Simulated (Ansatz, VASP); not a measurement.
# Cross-check of SiGe between VASP and Ansatz, part 3 of 3

One calculation is typed for both programs; each brings its own data sets. How far apart do they land? The cell is generated by rule, not measured, and may not be a known phase. The cell is taken from a series of runs on this material, whose earlier steps may have relaxed, scaled, displaced or heated it; both programs get it as it stands.

VASP 6.6.1 and Ansatz 0.2.0.

So far: Set-up; Ansatz: zone-centre phonons, PBEsol; VASP: zone-centre phonons, PBEsol.

## Step 3: VASP: zone-centre phonons, PBEsol (continued)

Level of this step: PBEsol; plane waves and PAW (Si, Ge_d); invented cell (VASP).

Numbers of over 12 decimals in the logs are rounded to 6 here.

From OUTCAR (step 3):

```text
ion  position               nearest neighbor table
   1  0.500  0.000  0.505-   3 2.37   4 2.37   7 2.40   8 2.40
   2  0.000  0.500  0.505-   3 2.37   4 2.37   7 2.40   8 2.40
   3  0.750  0.250  0.745-   1 2.37   2 2.37   5 2.40   6 2.40
   4  0.250  0.750  0.745-   1 2.37   2 2.37   5 2.40   6 2.40
   5  0.000  0.000  0.994-   3 2.40   4 2.40   7 2.44   8 2.44
   6  0.500  0.500  0.994-   3 2.40   4 2.40   7 2.44   8 2.44
   7  0.250  0.250  0.256-   1 2.40   2 2.40   5 2.44   6 2.44
   8  0.750  0.750  0.256-   1 2.40   2 2.40   5 2.44   6 2.44

  LATTYP: Found a base centered orthorhombic cell.
 ALAT       =     7.8342930779
 B/A-ratio  =     1.0014973248
 C/A-ratio  =     0.7074123641

 Subroutine GETGRP returns: Found  8 space group operations
 (whereof  4 operations were pure point group operations)

The static configuration has the point symmetry C_2v.
 The point group associated with its full space group is D_2h.

   k-points           NKPTS =    216   k-points in BZ     NKDIM =    216   number of bands    NBANDS=     44

   dimension x,y,z NGX =    40 NGY =   40 NGZ =   40
   dimension x,y,z NGXF=    80 NGYF=   80 NGZF=   80

   ENCUT  =  500.0 eV  36.75 Ry    6.06 a.u.  10.11 10.11 10.10*2*pi/ulx,y,z

   NELECT =      72.0000    total number of electrons

 k-points in reciprocal lattice and weights: Points of the shifted mesh
   0.08333333  0.08333333  0.08333333       0.005
   0.08333333  0.08333333  0.25000000       0.005
   0.08333333  0.08333333  0.41666667       0.005
   0.08333333  0.08333333  0.58333333       0.005
   0.08333333  0.08333333  0.75000000       0.005
   0.08333333  0.08333333  0.91666667       0.005
   0.08333333  0.25000000  0.08333333       0.005
   0.08333333  0.25000000  0.25000000       0.005
   0.08333333  0.25000000  0.41666667       0.005
[...]
-----------------------------------------------------------------------------------
    total drift:                                0.000000      0.000000     -0.000000

 Eigenvectors and eigenvalues of the dynamical matrix
 ----------------------------------------------------

   1 f  =   14.403755 THz    90.501464 2PiTHz  480.457564 cm-1    59.569119 meV
             X         Y         Z           dx          dy          dz
      2.771915 -0.002074  2.800107    -0.351991   -0.351991    0.000000
     -0.002074  2.771915  2.800107    -0.351991   -0.351991    0.000000
      4.156835  1.382847  4.127488     0.351991    0.351991   -0.000000
      1.382847  4.156835  4.127488     0.351991    0.351991   -0.000000
      0.000000  0.000000  5.509705    -0.033207   -0.033207    0.000000
      2.769841  2.769841  5.509705    -0.033207   -0.033207    0.000000
      1.384920  1.384920  1.417890     0.033207    0.033207   -0.000000
      4.154761  4.154761  1.417890     0.033207    0.033207   -0.000000

   2 f  =   13.489241 THz    84.755404 2PiTHz  449.952661 cm-1    55.786995 meV
             X         Y         Z           dx          dy          dz
      2.771915 -0.002074  2.800107     0.000000    0.000000    0.489821
     -0.002074  2.771915  2.800107    -0.000000    0.000000    0.489821
      4.156835  1.382847  4.127488    -0.000000   -0.000000   -0.489821
      1.382847  4.156835  4.127488     0.000000   -0.000000   -0.489821
      0.000000  0.000000  5.509705    -0.000000    0.000000    0.100376
      2.769841  2.769841  5.509705    -0.000000    0.000000    0.100376
      1.384920  1.384920  1.417890     0.000000   -0.000000   -0.100376
      4.154761  4.154761  1.417890     0.000000   -0.000000   -0.100376

   3 f  =   12.883091 THz    80.946848 2PiTHz  429.733657 cm-1    53.280159 meV
             X         Y         Z           dx          dy          dz
      2.771915 -0.002074  2.800107    -0.000116   -0.000116    0.454179
     -0.002074  2.771915  2.800107     0.000116    0.000116   -0.454179
      4.156835  1.382847  4.127488    -0.379953   -0.379953    0.000138
      1.382847  4.156835  4.127488     0.379953    0.379953   -0.000138
      0.000000  0.000000  5.509705    -0.000015    0.000015   -0.000000
      2.769841  2.769841  5.509705     0.000015   -0.000015   -0.000000
      1.384920  1.384920  1.417890    -0.049961    0.049961    0.000000
      4.154761  4.154761  1.417890     0.049961   -0.049961    0.000000

   4 f  =   12.883091 THz    80.946848 2PiTHz  429.733657 cm-1    53.280159 meV
             X         Y         Z           dx          dy          dz
      2.771915 -0.002074  2.800107     0.379953    0.379953    0.000138
     -0.002074  2.771915  2.800107    -0.379953   -0.379953   -0.000138
      4.156835  1.382847  4.127488    -0.000116   -0.000116   -0.454179
      1.382847  4.156835  4.127488     0.000116    0.000116    0.454179
      0.000000  0.000000  5.509705     0.049961   -0.049961   -0.000000
      2.769841  2.769841  5.509705    -0.049961    0.049961    0.000000
      1.384920  1.384920  1.417890    -0.000015    0.000015   -0.000000
      4.154761  4.154761  1.417890     0.000015   -0.000015   -0.000000

   5 f  =   12.353816 THz    77.621315 2PiTHz  412.078942 cm-1    51.091254 meV
             X         Y         Z           dx          dy          dz
      2.771915 -0.002074  2.800107     0.308208   -0.308208    0.000000
     -0.002074  2.771915  2.800107     0.308208   -0.308208    0.000000
      4.156835  1.382847  4.127488    -0.308208    0.308208    0.000000
      1.382847  4.156835  4.127488    -0.308208    0.308208   -0.000000
      0.000000  0.000000  5.509705     0.173227   -0.173227    0.000000
      2.769841  2.769841  5.509705     0.173227   -0.173227   -0.000000
      1.384920  1.384920  1.417890    -0.173227    0.173227   -0.000000
      4.154761  4.154761  1.417890    -0.173227    0.173227   -0.000000

   6 f  =   11.439767 THz    71.878177 2PiTHz  381.589558 cm-1    47.311054 meV
             X         Y         Z           dx          dy          dz
      2.771915 -0.002074  2.800107    -0.017532    0.017532    0.000000
     -0.002074  2.771915  2.800107     0.017532   -0.017532   -0.000000
      4.156835  1.382847  4.127488    -0.469849    0.469849    0.000000
      1.382847  4.156835  4.127488     0.469849   -0.469849    0.000000
      0.000000  0.000000  5.509705     0.000986    0.000986    0.237467
      2.769841  2.769841  5.509705    -0.000986   -0.000986   -0.237467
      1.384920  1.384920  1.417890     0.026430    0.026430    0.008861
      4.154761  4.154761  1.417890    -0.026430   -0.026430   -0.008861

   7 f  =   11.439767 THz    71.878177 2PiTHz  381.589558 cm-1    47.311054 meV
             X         Y         Z           dx          dy          dz
      2.771915 -0.002074  2.800107     0.469849   -0.469849   -0.000000
     -0.002074  2.771915  2.800107    -0.469849    0.469849    0.000000
      4.156835  1.382847  4.127488    -0.017532    0.017532    0.000000
      1.382847  4.156835  4.127488     0.017532   -0.017532    0.000000
      0.000000  0.000000  5.509705    -0.026430   -0.026430    0.008861
      2.769841  2.769841  5.509705     0.026430    0.026430   -0.008861
      1.384920  1.384920  1.417890     0.000986    0.000986   -0.237467
      4.154761  4.154761  1.417890    -0.000986   -0.000986    0.237467

   8 f  =   11.003336 THz    69.135998 2PiTHz  367.031777 cm-1    45.506120 meV
             X         Y         Z           dx          dy          dz
      2.771915 -0.002074  2.800107     0.299927   -0.299927    0.000000
     -0.002074  2.771915  2.800107     0.299927   -0.299927    0.000000
      4.156835  1.382847  4.127488     0.299927   -0.299927   -0.000000
      1.382847  4.156835  4.127488     0.299927   -0.299927   -0.000000
      0.000000  0.000000  5.509705    -0.187200    0.187200    0.000000
      2.769841  2.769841  5.509705    -0.187200    0.187200    0.000000
      1.384920  1.384920  1.417890    -0.187200    0.187200   -0.000000
      4.154761  4.154761  1.417890    -0.187200    0.187200    0.000000

   9 f  =    9.619932 THz    60.443813 2PiTHz  320.886380 cm-1    39.784823 meV
             X         Y         Z           dx          dy          dz
      2.771915 -0.002074  2.800107    -0.000000    0.000000   -0.425508
     -0.002074  2.771915  2.800107     0.000000    0.000000   -0.425508
      4.156835  1.382847  4.127488    -0.000000   -0.000000   -0.425508
      1.382847  4.156835  4.127488    -0.000000    0.000000   -0.425508
      0.000000  0.000000  5.509705    -0.000000   -0.000000    0.262569
      2.769841  2.769841  5.509705     0.000000    0.000000    0.262569
      1.384920  1.384920  1.417890    -0.000000   -0.000000    0.262569
      4.154761  4.154761  1.417890     0.000000    0.000000    0.262569

  10 f  =    9.017100 THz    56.656109 2PiTHz  300.778076 cm-1    37.291712 meV
             X         Y         Z           dx          dy          dz
      2.771915 -0.002074  2.800107     0.039912    0.039912    0.367526
     -0.002074  2.771915  2.800107    -0.039912   -0.039912   -0.367526
      4.156835  1.382847  4.127488     0.262825    0.262825    0.055812
      1.382847  4.156835  4.127488    -0.262825   -0.262825   -0.055812
      0.000000  0.000000  5.509705    -0.049848    0.049848   -0.000000
      2.769841  2.769841  5.509705     0.049848   -0.049848   -0.000000
      1.384920  1.384920  1.417890    -0.328253    0.328253    0.000000
      4.154761  4.154761  1.417890     0.328253   -0.328253    0.000000

  11 f  =    9.017100 THz    56.656109 2PiTHz  300.778076 cm-1    37.291712 meV
             X         Y         Z           dx          dy          dz
      2.771915 -0.002074  2.800107     0.262825    0.262825   -0.055812
     -0.002074  2.771915  2.800107    -0.262825   -0.262825    0.055812
      4.156835  1.382847  4.127488    -0.039912   -0.039912    0.367526
      1.382847  4.156835  4.127488     0.039912    0.039912   -0.367526
    [... 145 further lines ...]
      1.384920  1.384920  1.417890    -0.296175   -0.296175   -0.000000
      4.154761  4.154761  1.417890    -0.296175   -0.296175   -0.000000

 ELASTIC MODULI CONTR FROM IONIC RELAXATION (kBar)
 Direction    XX          YY          ZZ          XY          YZ          ZX
 --------------------------------------------------------------------------------
 XX          -0.4663     -0.4663      0.4873     -2.8350     -0.0000      0.0000
 YY          -0.4663     -0.4663      0.4873     -2.8350     -0.0000      0.0000
 ZZ           0.4873      0.4873     -1.0820     -8.6626      0.0000     -0.0000
 XY          -2.8350     -2.8350     -8.6626   -253.2183      0.0000     -0.0000
 YZ          -0.0000     -0.0000      0.0000      0.0000   -244.0911      6.4525
 ZX          -0.0000     -0.0000     -0.0000     -0.0000      6.4525   -244.2979
 --------------------------------------------------------------------------------
```

## Step 4: Comparison

Known differences besides the potentials themselves: fixed occupations in Ansatz, narrow Gaussian smearing in VASP; the cutoff is 420 eV in Ansatz and 500 eV in VASP; Ansatz makes its cores anew for this functional, VASP keeps those of its PBE data sets. Total energies have different zeros and are not compared.

The two programs side by side:

| quantity | Ansatz | VASP | difference |
| --- | --- | --- | --- |
| optical mode 1 to 2 (cm⁻¹) | 80.9 | 78.9 | +2.47 % |
| optical mode 3 (cm⁻¹) | 95.3 | 97.3 | -2.07 % |
| optical mode 4 (cm⁻¹) | 104.5 | 106.0 | -1.45 % |
| optical mode 5 to 6 (cm⁻¹) | 112.3 | 113.6 | -1.17 % |
| optical mode 7 to 8 (cm⁻¹) | 257.9 | 258.3 | -0.13 % |
| optical mode 9 (cm⁻¹) | 261.7 | 260.0 | +0.66 % |
| optical mode 10 (cm⁻¹) | 278.5 | 279.7 | -0.44 % |
| optical mode 11 to 12 (cm⁻¹) | 300.4 | 300.8 | -0.14 % |
| optical mode 13 (cm⁻¹) | 321.3 | 320.9 | +0.12 % |
| optical mode 14 (cm⁻¹) | 366.9 | 367.0 | -0.04 % |
| optical mode 15 to 16 (cm⁻¹) | 381.8 | 381.6 | +0.04 % |
| optical mode 17 (cm⁻¹) | 412.1 | 412.1 | +0.02 % |
| optical mode 18 to 19 (cm⁻¹) | 429.0 | 429.7 | -0.17 % |
| optical mode 20 (cm⁻¹) | 449.9 | 450.0 | -0.01 % |
| optical mode 21 (cm⁻¹) | 479.2 | 480.5 | -0.26 % |

Modes are paired by rising frequency, not by their patterns, so a pair may set unlike modes beside each other; they are those without the splitting of longitudinal modes.

## Step 5: What came out

```json
{"r.m.s. difference of the optical zone-centre modes, each program's sorted by frequency (zone-centre phonons, PBEsol)": "1.1 cm⁻¹", "difference in optical mode 1 to 2 (zone-centre phonons, PBEsol)": "+2.5 %"}
```

In words: The r.m.s. difference of the optical zone-centre modes, each program's sorted by frequency is 1.1 cm⁻¹ (zone-centre phonons, PBEsol). Among the rows given in per cent, the largest difference of the zone-centre phonons, PBEsol pair is in optical mode 1 to 2, +2.5 %. Such differences can come from data sets, numerical settings and the points named under the comparisons, not from the functional's error against experiment.

[Lines on the potential files, build, host, timing and source positions are cut from VASP's logs without a mark.]

[Logs are printed without paths, hosts, clocks, repeated set-up lines and the standing remarks that a program may print on its own settings, such as how far it seeks lower states.]

[Hosts, paths, dates, database ids (printed as entryN), source tags and the programs' standing remarks are cut or masked in the printed files.]
